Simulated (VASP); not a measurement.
```
CELL_PARAMETERS angstrom
      1.74933    -3.02993     0.00000
      1.74933     3.02993     0.00000
      0.00000     0.00000     5.45034
ATOMIC_POSITIONS crystal
  Lu 0.33333 0.66667 0.25000
  Lu 0.66667 0.33333 0.75000
```

Calculation: r2SCAN+rVV10, VASP's PBE PAW potentials (set 64) (plane waves; VASP). Numerical set-up: 520 eV cut-off, 13×13×8 Γ-centred mesh, tetrahedra with Blöchl corrections, potentials Lu_3.

Q: Estimate the energy per atom (σ→0), band gap (over mesh and band path) with the smallest direct gap where there is one.

A: 
- band gap (over mesh and band path): none (metal, semimetal or under 0.01 eV)
- energy per atom (σ→0): -3650.9 kJ/mol of atoms

Total energies compare only between runs with the same potentials, cut-off and functional.

The compound is Lu in the hcp structure. It was relaxed first.
